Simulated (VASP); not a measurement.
Given:

```
CELL_PARAMETERS angstrom
      0.00000     3.14429     3.14429
      3.14429     0.00000     3.14429
      3.14429     3.14429     0.00000
ATOMIC_POSITIONS crystal
  In 0.75000 0.75000 0.75000
  In 0.50000 0.50000 0.50000
```

All values below come from PBE GGA, VASP's PBE PAW potentials (set 64) (plane waves; VASP 6.6.1). Settings: 300 eV cut-off, 7×7×7 Γ-centred mesh, Fermi-Dirac smearing of 0.14 eV, potentials In_d.

At this cut-off the stress carries a Pulay error, which pulls relaxed volumes low.

Q: Give the stress tensor in GPa (positive for a compressed cell).

A: 
```
7.34  0.00  0.00
0.00  7.34  0.00
0.00  0.00  7.34
```
The pressure is its mean diagonal, 7.34 GPa.

The structure was generated: In was put into an ordered model structure, which need not be its known phase. The cell was not relaxed at this level.
